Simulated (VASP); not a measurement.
OSZICAR of a VASP run on Ni₃Fe (L1_2):

**OSZICAR**
```
       N       E                     dE             d eps       ncg     rms          rms(c)
DAV:   1     0.209976740027E+03    0.20998E+03   -0.17816E+04  3816   0.217E+03
DAV:   2    -0.602083630373E+02   -0.27019E+03   -0.25918E+03  3648   0.380E+02
DAV:   3    -0.755697953853E+02   -0.15361E+02   -0.14762E+02  3752   0.127E+02
DAV:   4    -0.757712156012E+02   -0.20142E+00   -0.20110E+00  3934   0.153E+01
DAV:   5    -0.757777382857E+02   -0.65227E-02   -0.65224E-02  5250   0.221E+00    0.250E+01
DAV:   6    -0.701740916773E+02    0.56036E+01   -0.54787E+01  3928   0.137E+02    0.338E+01
DAV:   7    -0.702074706283E+02   -0.33379E-01   -0.24241E+01  4310   0.139E+02    0.242E+01
DAV:   8    -0.666118305948E+02    0.35956E+01   -0.11700E+01  4466   0.632E+01    0.629E+00
DAV:   9    -0.669430595449E+02   -0.33123E+00   -0.11700E+00  4058   0.137E+01    0.339E+00
DAV:  10    -0.669614789291E+02   -0.18419E-01   -0.17038E-01  5208   0.816E+00    0.216E+00
DAV:  11    -0.669410214029E+02    0.20458E-01   -0.49680E-02  5016   0.410E+00    0.114E+00
DAV:  12    -0.669398081187E+02    0.12133E-02   -0.17139E-02  5216   0.212E+00    0.468E-01
DAV:  13    -0.669385594164E+02    0.12487E-02   -0.34946E-03  4422   0.698E-01    0.257E-01
DAV:  14    -0.669386183066E+02   -0.58890E-04   -0.98357E-04  4864   0.729E-01    0.820E-02
DAV:  15    -0.669386049375E+02    0.13369E-04   -0.64799E-04  3740   0.241E-01    0.490E-02
DAV:  16    -0.669387774193E+02   -0.17248E-03   -0.31898E-04  4170   0.224E-01    0.272E-02
DAV:  17    -0.669387127899E+02    0.64629E-04   -0.17484E-04  4192   0.145E-01    0.650E-03
DAV:  18    -0.669386690402E+02    0.43750E-04   -0.22163E-05  4444   0.457E-02    0.101E-02
DAV:  19    -0.669386752904E+02   -0.62502E-05   -0.11514E-06  3746   0.219E-02    0.500E-03
DAV:  20    -0.669386769175E+02   -0.16271E-05   -0.29485E-07  3454   0.131E-02    0.137E-03
DAV:  21    -0.669386768847E+02    0.32830E-07   -0.35693E-07  2900   0.603E-03
   1 F= -.66938677E+02 E0= -.66938784E+02  d E =0.321302E-03  mag=     5.2021
```

Question: Which electronic solver shows in the log?

Answer: It is blocked Davidson (ALGO = Normal, or the opening steps of other solvers). The INCAR had ALGO = Normal.

Question: How was spin treated?

Answer: Collinear spin (ISPIN = 2): the summary line carries one mag value, 5.20 μB in the cell.

Question: Can the final energy be trusted as converged?

Answer: Self-consistency was reached. It stopped with EDIFF = 1E-7, NELM = 100 (SCAN meta-GGA, plane waves, VASP's PBE PAW potentials (set 64)).

The compound is Ni3Fe in the L1_2 structure. This cell is one point of a volume scan, at 0.94 of the reference volume.
